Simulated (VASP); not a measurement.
**Ge: relaxation of cell and atoms with PBEsol**

Crystal: Ge.

```xyz
2
Lattice="0.0000 2.8376 2.8376 2.8376 0.0000 2.8376 2.8376 2.8376 0.0000" Properties=species:S:1:pos:R:3 pbc="T T T"
Ge    0.0000    0.0000    0.0000
Ge    1.4188    1.4188    1.4188
```

* Program: VASP 6.6.1
* Task: relaxation of cell and atoms
* Functional: PBEsol
* Potentials or basis: VASP PAW PBE potentials, release 64 (Ge_d)
* Cutoff: 600 eV
* k mesh: 10 × 10 × 10
* Occupations: gaussian, width 0.03 eV
* Spin: no spin polarisation
* Further INCAR settings: ALGO = Normal; EDIFF = 1e-07; IBRION = 2; EDIFFG = -0.005; NSW = 90; ISIF = 3

```yaml
Relaxed_volume: 22.83 Å³/atom
Relaxed_cell: a = 4.012 Å, b = 4.012 Å, c = 4.012 Å, α = 60.00°, β = 60.00°, γ = 60.00°
Space_group_after_relaxing_to_0.05_Å: Fd-3m (No. 227)
Energy_gained_by_relaxing: 0.0 meV/atom
Ionic_steps: 5
Pressure_after_relaxing: 0.0 GPa
Band_gap_on_the_k_mesh: none (metal or under the smearing width)
```

Final structure:
```
Ge
1.0
     0.00000    2.83700    2.83700
     2.83700    0.00000    2.83700
     2.83700    2.83700    0.00000
Ge
2
Direct
  0.00000 0.00000 0.00000
  0.25000 0.25000 0.25000
```

Levels at points of the mesh, in eV from the Fermi level:
```
           k point  band 10  band 11  band 12  band 13  band 14  band 15  band 16  band 17  band 18
(0.00, 0.00, 0.00)   -24.50   -12.74    -0.09    -0.01    -0.01    -0.01     2.52     2.52     2.52
(0.50, 0.00, 0.00)   -24.48   -10.66    -7.60    -1.40    -1.40     0.09     3.70     3.70     6.95
(0.50, 0.50, 0.00)   -24.46    -8.88    -8.88    -3.07    -3.07     0.67     0.67     9.41     9.41
```

Run time: 59 s on 1 thread of Intel(R) Xeon(R) Platinum 8488C (Sapphire Rapids), with other jobs on the host, peak memory 0.2 GiB.

Caveat: the PAW data sets were made with another functional, which shifts forces and pressure a little; this crystal is a semiconductor, whose small gap the functional closes, so the metal is an error of the method.
